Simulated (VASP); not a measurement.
Level of theory: r2SCAN meta-GGA, VASP's PBE PAW potentials (set 64) (plane waves; VASP 6.6.1).

VASP ran on this input.

**INCAR**
```
SYSTEM = TaAs
PREC = Accurate
ENCUT = 400
EDIFF = 1E-7
NELM = 100
ALGO = Normal
LREAL = .FALSE.
LASPH = .TRUE.
ISMEAR = -5
METAGGA = R2SCAN
LMIXTAU = .TRUE.
LMAXMIX = 6
LWAVE = .FALSE.
LCHARG = .FALSE.
LORBIT = 11
NEDOS = 601
ISIF = 2
```

POSCAR:
```
TaAs
1
    3.2031208458     0.0000000000    -0.0000000000
    0.0000000000     3.2031208458     0.0000000000
   -0.0000000000     0.0000000000     3.2031208458
Ta As
1 1
Direct
  0.0000000000   0.0000000000   0.0000000000
  0.5000000000   0.5000000000   0.5000000000
```

### KPOINTS
```
Automatic mesh
0
Gamma
13 13 13
0 0 0
```

**KPOINTS_OPT**
```
k-points along high-symmetry lines
10
Line-mode
Reciprocal
  0.000000   0.000000   0.000000 ! GAMMA
  0.000000   0.500000   0.000000 ! X

  0.000000   0.500000   0.000000 ! X
  0.500000   0.500000   0.000000 ! M

  0.500000   0.500000   0.000000 ! M
  0.000000   0.000000   0.000000 ! GAMMA

  0.000000   0.000000   0.000000 ! GAMMA
  0.500000   0.500000   0.500000 ! R

  0.500000   0.500000   0.500000 ! R
  0.000000   0.500000   0.000000 ! X

  0.500000   0.500000   0.500000 ! R
  0.500000   0.500000   0.000000 ! M
```

POTCAR, in this order: Ta_pv As (PBE.64 set). Program: vasp_std.

**Question.** What will the output report for the number of irreducible k-points (NKPTS), number of bands (NBANDS), largest plane-wave count, number of space-group operations, FFT grid (NGX, NGY, NGZ)?

**Answer.** 
| Quantity | Value |
|---|---|
| number of irreducible k-points (NKPTS) | 84 |
| number of bands (NBANDS) | 12 |
| largest plane-wave count | 619 |
| number of space-group operations | 48 |
| FFT grid (NGX, NGY, NGZ) | 24 × 24 × 24 |

The structure was generated: TaAs was put into the CsCl type (Pm-3m), which need not be its known phase. It was relaxed first.
